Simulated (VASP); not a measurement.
HgTe (Coloradoite):

```xyz
2
Lattice="0.0000 3.2145 3.2145 3.2145 0.0000 3.2145 3.2145 3.2145 0.0000" Properties=species:S:1:pos:R:3 pbc="T T T"
Hg    0.0000    0.0000    0.0000
Te    1.6073    1.6073    1.6073
```

- Program: VASP 6.6.1
- Task: relaxation of cell and atoms
- Functional: PBE
- Potentials or basis: VASP PAW PBE potentials, release 64 (Hg, Te)
- Cutoff: 300 eV
- k mesh: 5 × 5 × 5
- Occupations: gaussian, width 0.03 eV
- Spin: no spin polarisation

At the start: pressure 4.5 GPa; volume 33.22 Å³/atom.

Problem. Where does the relaxation end?

Solution. Over 3 steps the energy falls by 46.0 meV/atom and the volume is 36.84 Å³/atom (+10.9 %); space group F-43m (No. 216, to 0.05 Å).

The path:
| step | energy change (eV) | largest force (eV/Å) | pressure (GPa) | volume (Å³) |
| --- | --- | --- | --- | --- |
| 1 | 0.0000 | 0.0000 | 4.51 | 66.43 |
| 2 | -0.0863 | 0.0000 | -0.86 | 75.84 |
| 3 | -0.0921 | 0.0000 | 0.02 | 73.68 |

Final structure:
```
Hg Te
1.0
     0.00000    3.32743    3.32743
     3.32743    0.00000    3.32743
     3.32743    3.32743    0.00000
Hg Te
1 1
Direct
  0.00000 0.00000 0.00000
  0.25000 0.25000 0.25000
```

Caveat: the volume moved by +11 % from the deposited cell, more than functionals usually miss.
